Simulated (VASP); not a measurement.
Consider the following.

```
CELL_PARAMETERS angstrom
      2.36021    -3.82254     0.00000
      2.36021     3.82254     0.00000
      0.00000     0.00000     3.72828
ATOMIC_POSITIONS crystal
  Si 0.35133 0.64867 0.64562
  Si 0.64867 0.35133 0.35438
  Si 0.85133 0.14867 0.85438
  Si 0.14867 0.85133 0.14562
```

Computed with r2SCAN meta-GGA, VASP's PBE PAW potentials (set 64) (plane waves; VASP 6.6.1). Settings: 400 eV cut-off, 9×9×9 Γ-centred mesh, tetrahedra with Blöchl corrections, potentials Si.

For a metal the tetrahedron method with Blöchl corrections gives inexact stress and forces.

**Question.** Predict the energy per atom (σ→0), largest force, band gap (over mesh and band path) with the smallest direct gap where there is one.

**Answer.** 
The band gap (over mesh and band path) is none (metal, semimetal or under 0.01 eV) and the energy per atom (σ→0) comes out as -8.309 eV/atom. The largest force is 0.068 eV/Å.

Total energies compare only between runs with the same potentials, cut-off and functional.

The structure was generated: Si was put into the black-P type (Cmce), which need not be its known phase. It was relaxed first, which changed the volume by -11 %.
